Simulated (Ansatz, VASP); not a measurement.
**Cross-check of TiCdSe3 between VASP and Ansatz**

Aim: how closely do two programs agree when they are given the same cell, functional and k mesh? The cell is generated by rule, not measured, and may not be a known phase. The cell is taken from a series of runs on this material, whose earlier steps may have relaxed, scaled, displaced or heated it; both programs get it as it stands.

Main program and level: Ansatz 0.2.0; plane waves, with VASP 6.6.1 beside it; relaxation of cell and atoms at PBE.

The structure was built from a prototype and need not be the compound's stable phase.

## (1) Set-up

Symmetry: Pm-3m, No. 221, cubic system. The conventional cell has a = 4.978 Å, b = 4.978 Å, c = 4.978 Å, α = 90.00°, β = 90.00°, γ = 90.00°. Cd has 12 Se at 3.52 Å nearest. Nearest to Ti lie 6 Se at 2.49 Å. Se has 2 Ti at 2.49 Å nearest. Farther neighbours and most contacts between anions are not listed.

As a file:

```xyz
5
Lattice="4.9782 0.0000 0.0000 0.0000 4.9782 0.0000 0.0000 0.0000 4.9782" Properties=species:S:1:pos:R:3 pbc="T T T"
Cd    0.0000    0.0000    0.0000
Ti    2.4891    2.4891    2.4891
Se    2.4891    2.4891    0.0000
Se    2.4891    0.0000    2.4891
Se    0.0000    2.4891    2.4891
```

## (2) VASP: relaxation of cell and atoms, PBE

The relaxed volume is the usual yardstick between codes: in a stiff, nearly cubic crystal its relative difference is about their pressure difference at one cell divided by the bulk modulus.

Lines of VASP's logs that name or quote its potential files are left out, and so is its time.

INCAR reads:

```
SYSTEM = TiCdSe3
PREC = Accurate
ENCUT = 500
EDIFF = 1E-07
NELM = 120
ISMEAR = 1
SIGMA = 0.2
LREAL = .FALSE.
ALGO = Normal
GGA = PE
NBANDS = 27
LASPH = .TRUE.
LORBIT = 11
LWAVE = .FALSE.
LCHARG = .FALSE.
ISIF = 3
IBRION = 2
NSW = 80
EDIFFG = -0.005
GGA_COMPAT = .FALSE.
NELMIN = 4
KPAR = 2
```

POSCAR reads:

```
TiCdSe3
1.0
    4.9782460000      0.0000000000      0.0000000000
    0.0000000000      4.9782460000      0.0000000000
    0.0000000000      0.0000000000      4.9782460000
Cd Ti Se
1 1 3
Direct
    0.0000000000      0.0000000000      0.0000000000
    0.5000000000      0.5000000000      0.5000000000
    0.5000000000      0.5000000000      0.0000000000
    0.5000000000      0.0000000000      0.5000000000
    0.0000000000      0.5000000000      0.5000000000
```

KPOINTS reads:

```
Automatic mesh
0
Gamma
8 8 8
0 0 0
```

Potentials, in the order of the species: Cd, Ti_sv and Se (PBE family, release 64).

Run with:

```sh
$ mpirun -np 2 vasp_std
```

Numbers of over 12 decimals in the logs are rounded to 6 here.

Output:

```text
[banner, memory and clock lines left out]
running    2 mpi-ranks, on    1 nodes
 distrk:  each k-point on    1 cores,    2 groups
 distr:  one band on    1 cores,    1 groups

 POSCAR found type information on POSCAR CdTiSe
 POSCAR found :  3 types and       5 ions
 LDA part: xc-table for (Slater+PW92), standard interpolation
 POSCAR, INCAR and KPOINTS ok, starting setup
 FFT: planning ... GRIDC
 FFT: planning ... GRID_SOFT
 FFT: planning ... GRID
 WAVECAR not read
 entering main loop
       N       E                     dE             d eps       ncg     rms          rms(c)
DAV:   1     0.367655292697E+03    0.36766E+03   -0.19856E+04  1890   0.145E+03
DAV:   2     0.170921696820E+02   -0.35056E+03   -0.34229E+03  1978   0.382E+02
DAV:   3    -0.224198890831E+02   -0.39512E+02   -0.38440E+02  3122   0.113E+02
DAV:   4    -0.247816977375E+02   -0.23618E+01   -0.23411E+01  2453   0.219E+01
DAV:   5    -0.249068476613E+02   -0.12515E+00   -0.12512E+00  2688   0.382E+00    0.131E+01
DAV:   6    -0.235536504766E+02    0.13532E+01   -0.44575E+01  2357   0.362E+01    0.174E+01
DAV:   7    -0.216742327859E+02    0.18794E+01   -0.49547E+01  2453   0.367E+01    0.682E+00
DAV:   8    -0.211068818501E+02    0.56735E+00   -0.14956E+00  2154   0.840E+00    0.330E+00
DAV:   9    -0.209706116511E+02    0.13627E+00   -0.10679E+00  2648   0.641E+00    0.145E+00
DAV:  10    -0.209572180089E+02    0.13394E-01   -0.65281E-02  2129   0.179E+00    0.671E-01
DAV:  11    -0.209553057125E+02    0.19123E-02   -0.15143E-02  2495   0.665E-01    0.159E-01
DAV:  12    -0.209553538343E+02   -0.48122E-04   -0.72321E-04  2395   0.196E-01    0.339E-02
DAV:  13    -0.209553737887E+02   -0.19954E-04   -0.52423E-05  2192   0.599E-02    0.143E-02
DAV:  14    -0.209553729601E+02    0.82859E-06   -0.56420E-06  2420   0.129E-02    0.863E-03
DAV:  15    -0.209553722753E+02    0.68486E-06   -0.29454E-06  2631   0.102E-02    0.340E-03
DAV:  16    -0.209553722638E+02    0.11470E-07   -0.13768E-06  2465   0.807E-03    0.277E-03
DAV:  17    -0.209553721097E+02    0.15413E-06   -0.46386E-07  1776   0.467E-03    0.284E-04
DAV:  18    -0.209553721139E+02   -0.41932E-08   -0.19459E-08  1080   0.829E-04
   1 F= -.20955372E+02 E0= -.20956389E+02  d E =-.209554E+02
 curvature:   0.00 expect dE= 0.000E+00 dE for cont linesearch  0.000E+00
 trial: gam= 0.00000 g(F)=  0.000E+00 g(S)=  0.438E-04 ort = 0.000E+00 (trialstep = 0.100E+01)
 search vector abs. value=  0.438E-04
 bond charge predicted
       N       E                     dE             d eps       ncg     rms          rms(c)
DAV:   1    -0.209559032865E+02   -0.53118E-03   -0.10685E-02  2000   0.983E-01    0.190E-01
DAV:   2    -0.209561816220E+02   -0.27834E-03   -0.71602E-03  2305   0.639E-01    0.201E-01
DAV:   3    -0.209554293101E+02    0.75231E-03   -0.33385E-03  2318   0.350E-01    0.532E-02
DAV:   4    -0.209553886761E+02    0.40634E-04   -0.17140E-04  2266   0.973E-02    0.256E-02
DAV:   5    -0.209553868574E+02    0.18187E-05   -0.30416E-05  2592   0.230E-02    0.122E-02
DAV:   6    -0.209553869248E+02   -0.67434E-07   -0.19735E-06  2760   0.698E-03    0.718E-03
DAV:   7    -0.209553865875E+02    0.33728E-06   -0.26130E-06  2704   0.669E-03    0.205E-03
DAV:   8    -0.209553865205E+02    0.67037E-07   -0.12830E-07  1496   0.218E-03
   2 F= -.20955387E+02 E0= -.20956416E+02  d E =-.144066E-04
 trial-energy change:   -0.000014  1 .order   -0.000015   -0.000044    0.000013
 step:   0.7506(harm=  0.7679)  dis= 0.00000  next Energy=   -20.955388 (dE=-0.161E-04)
 reached required accuracy - stopping structural energy minimisation
```

Parts of OUTCAR (step 2):

```text
ion  position               nearest neighbor table
   1  0.000  0.000  0.000-
   2  0.500  0.500  0.500-   3 2.49   4 2.49   5 2.49   3 2.49   4 2.49   5 2.49
   3  0.500  0.500  0.000-   2 2.49   2 2.49
   4  0.500  0.000  0.500-   2 2.49   2 2.49
   5  0.000  0.500  0.500-   2 2.49   2 2.49

  LATTYP: Found a simple cubic cell.
 ALAT       =     4.9782460000

 Subroutine GETGRP returns: Found 48 space group operations
 (whereof 48 operations were pure point group operations)

The static configuration has the point symmetry O_h .

 Found     35 irreducible k-points:

   k-points           NKPTS =     35   k-points in BZ     NKDIM =     35   number of bands    NBANDS=     27

   dimension x,y,z NGX =    36 NGY =   36 NGZ =   36
   dimension x,y,z NGXF=    72 NGYF=   72 NGZF=   72

   ENCUT  =  500.0 eV  36.75 Ry    6.06 a.u.   9.08  9.08  9.08*2*pi/ulx,y,z

   NELECT =      42.0000    total number of electrons

 k-points in reciprocal lattice and weights: Automatic mesh
   0.00000000  0.00000000  0.00000000       0.002
   0.12500000  0.00000000  0.00000000       0.012
   0.25000000  0.00000000  0.00000000       0.012
   0.37500000  0.00000000  0.00000000       0.012
   0.50000000  0.00000000  0.00000000       0.006
   0.12500000  0.12500000  0.00000000       0.023
   0.25000000  0.12500000  0.00000000       0.047
   0.37500000  0.12500000  0.00000000       0.047
   0.50000000  0.12500000  0.00000000       0.023
[...]
0.50000000  0.50000000  0.37500000       0.012
   0.50000000  0.50000000  0.50000000       0.002

 average (electrostatic) potential at core
       1 -38.3391       2 -78.5557       3 -54.9775       4 -54.9775       5 -54.9775

 E-fermi :   3.0942

 k-point     1 :       0.0000    0.0000    0.0000
  band No.  band energies     occupation
    ...
     21       2.8210      2.06587
     22       2.8210      2.06587
     23       3.1471      0.56912
     24       3.1471      0.56912
     25       3.1471      0.56911
     26       4.3483     -0.00000
     27       4.3483     -0.00000

 k-point     2 :       0.1250    0.0000    0.0000
  band No.  band energies     occupation
    ...
     19       2.0695      2.00000
     20       2.6528      2.00775
     21       2.6528      2.00775
     22       2.6864      2.01406
     23       3.1504      0.54479
     24       3.6142     -0.00147
     25       3.6142     -0.00147
     26       4.3504     -0.00000
     27       4.7483     -0.00000

 k-point     3 :       0.2500    0.0000    0.0000
  band No.  band energies     occupation
    ...
     18       1.3009      2.00000
     19       1.9156      2.00000
     20       2.6541      2.00794
     21       2.6541      2.00794
     22       3.1563      0.50138
     23       3.1583      0.48730
     24       4.1924     -0.00000
     25       4.1924     -0.00000
     26       4.3546     -0.00000
     27       5.2272     -0.00000

  Total       -0.0117617     -0.0117617     -0.0117617      0.0000000     -0.0000000      0.0000000
  in kB       -0.1525672     -0.1525672     -0.1525672      0.0000000     -0.0000000      0.0000000
  external PRESSURE =      -0.1525672 kB  Pullay stress =       0.0000000 kB

  energy-cutoff  :      500.00
  volume of cell :      123.51
      direct lattice vectors                 reciprocal lattice vectors
     4.980114659 -0.000000000  0.000000000     0.200798590  0.000000000 -0.000000000
    -0.000000000  4.980114659  0.000000000     0.000000000  0.200798590  0.000000000
     0.000000000 -0.000000000  4.980114659    -0.000000000 -0.000000000  0.200798590

 POSITION                                       TOTAL-FORCE (eV/Angst)
 -----------------------------------------------------------------------------------
      0.00000      0.00000      0.00000         0.000000      0.000000      0.000000
      2.49006      2.49006      2.49006        -0.000000     -0.000000      0.000000
      2.49006      2.49006      0.00000         0.000000      0.000000      0.000000
      2.49006     -0.00000      2.49006         0.000000      0.000000      0.000000
     -0.00000      2.49006      2.49006        -0.000000      0.000000      0.000000
 -----------------------------------------------------------------------------------
    total drift:                                0.000000      0.000000      0.000000

  FREE ENERGIE OF THE ION-ELECTRON SYSTEM (eV)
  ---------------------------------------------------
  free  energy   TOTEN  =       -20.9553865205 eV

  energy  without entropy=      -20.9584739817  energy(sigma->0) =      -20.95641567

 reached required accuracy - stopping structural energy minimisation

 total charge
# of ion       s       p       d       tot
------------------------------------------
    1        0.502   0.077   9.557  10.136
    2        2.178   6.161   1.884  10.224
    3        1.475   2.322   0.024   3.821
    4        1.475   2.322   0.024   3.821
    5        1.475   2.322   0.024   3.821
--------------------------------------------------
tot          7.106  13.203  11.513  31.823

[... 3 further parts left out ...]
```

This run has no spin polarisation, so a moment on Ti, if there is one, isn't seen.

## (3) Ansatz: relaxation of cell and atoms, PBE

Ansatz runs on its default PAW (the set named soft_2) files.

The same cell, functional, mesh and smearing now go to Ansatz, which takes its cutoff from its data sets.

input.yaml reads:

```yaml
crystal:
  lattice:
    - [4.9782463979, 0.0, 0.0]
    - [0.0, 4.9782463979, 0.0]
    - [0.0, 0.0, 4.9782463979]
  atoms:
    - { symbol: Cd, position: [0.0, 0.0, 0.0] }
    - { symbol: Ti, position: [0.5, 0.5, 0.5] }
    - { symbol: Se, position: [0.5, 0.5, 0.0] }
    - { symbol: Se, position: [0.5, 0.0, 0.5] }
    - { symbol: Se, position: [0.0, 0.5, 0.5] }
kpoints:
  mp_grid: { grid: [8, 8, 8] }
hamiltonian:
  xc: pbe
scf:
  occupations: { method: methfessel_paxton, width: 0.2 }
output:
  forces: true
  stress: true
  eigenvalues: true
relax:
  adjacent_minimum: "off"
  f_tol: 0.001
  max_steps: 60
  cell: { stress_tol: 0.01 }
```

Run with:

```sh
$ ansatz run input.yaml --threads 8 --pin off --max-ram 14336MiB --backend cpu --events-out ev --progress --plain --runs-dir out
```

Output:

```text
Engine: ansatz 0.2.0, aarch64-unknown-linux-gnu
Pseudopotentials: kind: paw
Pseudopotential: Cd, paw, valence charge 20, recommended cutoff 420 eV (normal), Cd.paw.azcp
Pseudopotential: Ti, paw, valence charge 12, recommended cutoff 420 eV (normal), Ti.paw.azcp
Pseudopotential: Se, paw, valence charge 16, recommended cutoff 420 eV (normal), Se.paw.azcp
Functional definition: PBE
  parameter kappa = 0.804
  parameter beta = 0.066725
  exchange = pbe_x(kappa = kappa, mu = beta*pi^2/3)
  correlation = pbe_c(beta = beta)
Crystal: 5 atoms, lattice volume = 123.376 Å³
Basis set: ecut = 420 eV, 2469 PW (Γ), exchange–correlation on 72×72×72 points (8 copies of the dense FFT grid, shifted against one another)
Bands: 48, of which v1, the nominal top of the filled ones, is band 40 counted from 1 (39 counted from 0)
Symmetry: 48 space group operations
Space group: Pm-3m (ITA 221), of the structure as read, at distance tolerance 5.0e-5 Å
k-points: 35 of 512
Non-local potential: Cd, projectors of the file, l = 0: 3, l = 1: 2, l = 2: 2, l = 3: 1
Non-local potential: Ti, projectors of the file, l = 0: 3, l = 1: 2, l = 2: 3, l = 3: 1
Non-local potential: Se, projectors of the file, l = 0: 2, l = 1: 2, l = 2: 3, l = 3: 1
PAW form: soft (Blöchl's): semilocal exchange-correlation on the pseudo side does not see the compensation charge
PAW one-centre angular grid: Cd, 590 points (default); XC on 64 Gauss nodes
PAW one-centre angular grid: Ti, 590 points (default); XC on 64 Gauss nodes
PAW one-centre angular grid: Se, 590 points (default); XC on 64 Gauss nodes
Initial density: superposition of atomic densities (neutral atoms: chi_scale 0, normalization atom), corrected by the library's trained network
Initial wavefunctions: pseudopotential atomic-orbital guess
Functional: x = pbe(κ = 0.804, μ = 0.219515), c = pbe(β = 0.066725)
SCF iter   1: F=—  HF=-27163.225939 eV  |F-HF|=—  |Δ(HF+E_count)|=         —  Δρ=1.46e-3  dr2=1.50e-3  ethr=1.77e-3  ⟨swp⟩=5.8  Hψ=5615  notcnv=0
preconditioner: auto → LDOS  [metal: Δε(μ)=0.052 eV  Ē_g=8.363 eV  σ=0.200 eV  W_gap=0.22  n_scr=32 (ndim 8)  ℏωp=19.5 eV  f_vac=0.024  D(μ)=3.05/eV (n_scr^D=18)  β→1.0]
SCF iter   2: F=—  HF=-27163.228359 eV  |F-HF|=—  |Δ(HF+E_count)|=   2.42e-3  S|Δr|=    0.00e0  Δρ=8.14e-4  dr2=5.75e-4  ethr=1.87e-6  ⟨swp⟩=2.2  Hψ=3385  notcnv=0
SCF iter   3: F=—  HF=-27163.228227 eV  |F-HF|=—  |Δ(HF+E_count)|=   1.32e-4  S|Δr|=    0.00e0  Δρ=3.12e-4  dr2=1.11e-4  ethr=7.18e-7  ⟨swp⟩=2.0  Hψ=2994  notcnv=0
SCF iter   4: F=—  HF=-27163.228203 eV  |F-HF|=—  |Δ(HF+E_count)|=   2.36e-5  S|Δr|=    0.00e0  Δρ=5.18e-5  dr2=3.68e-6  ethr=1.39e-7  ⟨swp⟩=2.0  Hψ=2865  notcnv=0
SCF iter   5: F=—  HF=-27163.228176 eV  |F-HF|=—  |Δ(HF+E_count)|=   2.76e-5  S|Δr|=    0.00e0  Δρ=1.84e-5  dr2=6.19e-7  ethr=4.60e-9  ⟨swp⟩=2.0  Hψ=2188  notcnv=0
SCF iter   6: F=—  HF=-27163.228176 eV  |F-HF|=—  |Δ(HF+E_count)|=   2.63e-7  S|Δr|=    0.00e0  Δρ=1.70e-5  dr2=5.67e-7  ethr=7.74e-10  ⟨swp⟩=2.8  Hψ=2866  notcnv=0
SCF iter   7: F=-27163.228176 eV  HF=-27163.228176 eV  |F-HF|=3.27e-8  |Δ(HF+E_count)|=   5.84e-8  S|Δr|=    0.00e0  Δρ=3.83e-6  dr2=3.95e-8  ethr=1.25e-10  ⟨swp⟩=6.2  Hψ=6815  notcnv=0
SCF 1 converged in 7 iterations: F = -27163.228176 eV  dr2 = 3.95e-8
  greatest PAW one-centre occupation: 1.000 electrons in one spin orbital (limit 2), on the Cd atom at site 0 (counted from 0), in its partial waves of l = 0
relax step   1: F+E_penalty+E_count = -27163.22817607 eV  Δ(F+E_penalty+E_count) = +0.000e0 eV  max|allowed force component| = 7.389e-30 eV/Å  Δτ_max = 0.0000 Å  P = -0.031 GPa  Ω = 123.376 Å³  (7 SCF iters, dr2 threshold 1.00e-7 eV, accepted)
[...]
relax step   2: F+E_penalty+E_count = -27163.22819075 eV  Δ(F+E_penalty+E_count) = -1.468e-5 eV  max|allowed force component| = 7.428e-30 eV/Å  Δτ_max = 0.0000 Å  P = +0.001 GPa  Ω = 123.310 Å³  energy of the carried Pulay correction = +8.577e-6 eV  (6 SCF iters, dr2 threshold 2.36e-9 eV, accepted)
[...]
relax step   3: F+E_penalty+E_count = -27163.22818823 eV  Δ(F+E_penalty+E_count) = +2.521e-6 eV  max|allowed force component| = 1.558e-29 eV/Å  Δτ_max = 0.0000 Å  P = +0.001 GPa  Ω = 123.310 Å³  stress off target by 5.62e-4 GPa  SCF on the basis re-selected at this cell (its energy is not comparable with the rows above)  (9 SCF iters)
basis re-selected at this cell: Δ(F+E_penalty+E_count) = +2.521e-6 eV, ΔP = -0.000 GPa vs the last step (what re-selecting the basis moved, of the pressure what is left beyond the Pulay correction that the steps carried, after the strain that the cell walked since its last selection, with what the two solves' SCF thresholds leave and, on support functions, any second-order correction that the steps lacked; it is no m [...]
SCF converged after 9 iterations
Stability not checked: this state was not tested for a lower state beside it, because cold or Methfessel-Paxton smearing, or corrected tetrahedra, fill the levels in a way that the test cannot read (fill_not_monotonic; see scf.lower_state_search)
Free energy (F): -27163.228188 eV
Harris-Foulkes:  -27163.228188 eV  (|F-HF|=3.64e-12)
Internal energy: -27163.230923 eV  (E = F + TS)
E sigma→0 (E₀):  -27163.228872 eV
Entropy (-TS):   0.002735 eV (0.547 meV/atom)
Fermi energy:    8.660689 eV
--- Per-component energies (eV) ---
  E_band       = -1828.943306
  E_kinetic    = 1131.475105
  E_local      = -11645.660758  (includes V_loc(G=0)·N_el)
  E_nonlocal   = -1746.856797
  E_hartree    = 5561.484840
  E_xc         = -585.205453
  E_vxc        = -635.831643  (∫ρ·V_xc dr)
  E_paw        = -10865.005490  (= ΣΔE_a)
  E_vpaw       = -55.037310  (= ΣTr[D̂ρ^β])
  E_aug_tail   = -0.001571  (compensation charges beyond the density's cutoff)
  E_ewald      = -9013.460799
  E_smearing   = 0.002735  (= −TS)
  E_closure    = 0.000000  (closes the sum)
  Σ components = -27163.228188   (vs F -27163.228188, Δ=0.00e0)
--- Forces (eV/Å), atoms counted from 1 ---
  atom   1  Cd     0.00000000    -0.00000000     0.00000000
  atom   2  Ti     0.00000000     0.00000000     0.00000000
  atom   3  Se     0.00000000     0.00000000    -0.00000000
  atom   4  Se     0.00000000     0.00000000    -0.00000000
  atom   5  Se    -0.00000000     0.00000000     0.00000000
  max |Σ_I F_I| component: 2.20e-29 eV/Å
--- Stress (GPa, compression-positive) ---
        0.000562       0.000000       0.000000
        0.000000       0.000562      -0.000000
        0.000000      -0.000000       0.000562
  P = ⅓ Tr σ = 0.0006 GPa (0.006 kbar)
--- Band table (eV; the first three rows and the last of 35) ---
  k-point 0: bands = [... 36 lower, 7.6985, 7.6985, 8.3828, 8.3828, 8.3828, 8.7131, 8.7131, 8.7131, ... 4 higher]
  k-point 1: bands = [... 36 lower, 7.4199, 7.6302, 8.2146, 8.2146, 8.2505, 8.7163, 9.1810, 9.1810, ... 4 higher]
  k-point 2: bands = [... 36 lower, 6.8606, 7.4769, 8.2160, 8.2160, 8.7233, 8.7241, 9.7617, 9.7617, ... 4 higher]
  k-point 34: bands = [... 36 lower, 5.3079, 7.0575, 9.1754, 9.1754, 9.1754, 10.2322, 10.2322, 10.2322, ... 4 higher]
--- Relaxed structure (2 steps of the walk, 2 accepted, 1 SCFs on fresh bases) ---
  F+E_penalty+E_count = -27163.22818823 eV   max|allowed force component| = 1.558e-29 eV/Å   (the final SCF, on the basis selected at the relaxed cell)
  cell:  # Å, volume = 123.3105 Å³
    - [4.977370, 0, 0]
    - [0, 4.977370, 0]
    - [0, 0, 4.977370]
  atoms:
    - { symbol: Cd, position: [0, 0, 0] }
    - { symbol: Ti, position: [0.5, 0.5, 0.5] }
    - { symbol: Se, position: [0.5, 0.5, 0] }
    - { symbol: Se, position: [0.5, 0, 0.5] }
    - { symbol: Se, position: [0, 0.5, 0.5] }
```

## (4) Side by side

Known differences besides the potentials themselves: the data sets hold 80 valence electrons in Ansatz (on its default PAW (the set named soft_2) files) and 42 in VASP; the cutoff is 420 eV in Ansatz and 500 eV in VASP; Ansatz adds a Pulay correction to the stress that steers its cell, VASP none. Total energies have different zeros and are not compared.

Compared:

```tsv
quantity	Ansatz	VASP	difference
volume (Å³)	123.31	123.51	-0.17 %
edge a after relaxation, in the typed setting (Å)	4.977	4.980	-0.05 %
```

## (5) Results

- difference in volume (relaxation of cell and atoms, PBE): -0.17 %

**Reading.** The difference in volume is -0.17 % (relaxation of cell and atoms, PBE), within the 1.2 % picked in this series as the mark of a large difference, as far as the stopping tolerances let one tell. The data sets hold unlike numbers of valence electrons (80 in Ansatz and 42 in VASP), so part of the differences comes from the potentials. Such differences can come from data sets, numerical settings and the points named under the comparisons, not from the functional's error against experiment.

[Lines on the potential files, build, host, timing and source positions are cut from VASP's logs without a mark.]

[Logs are printed without paths, hosts, clocks, repeated set-up lines and the standing remarks that a program may print on its own settings, such as how far it seeks lower states.]

[Hosts, paths, dates, database ids (printed as entryN), source tags and the programs' standing remarks are cut or masked in the printed files.]
